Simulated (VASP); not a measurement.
Data:

```
WS2
1.0
    3.13057     0.00000     0.00000
   -1.56528     2.71115     0.00000
    0.00000     0.00000    12.16830
W S
2 4
Cartesian
  0.00000   1.80744   3.04208
  1.56529   0.90372   9.12623
  0.00000   1.80744   7.56318
  1.56529   0.90372   4.60512
  1.56529   0.90372   1.47903
  0.00000   1.80744  10.68927
```

Computed with LDA (Ceperley-Alder, Perdew-Zunger), VASP's LDA PAW potentials (set 64) (plane waves; VASP). Settings: 400 eV cut-off, Gaussian smearing of 0.050 eV, potentials W_sv S.

Unless said otherwise, spin-orbit coupling is left out, though it shifts the bands of the heavy elements here.

What does the run give for the band gap (along the path) with the smallest direct gap where there is one?

The band gap (along the path) comes out as 0.85 eV. The smallest direct gap (along the path) is 1.88 eV.

The structure comes from a computed database's WS2 entry (P6_3/mmc); how it stands against other phases isn't given here. It was relaxed first, which changed the volume by -9 %.
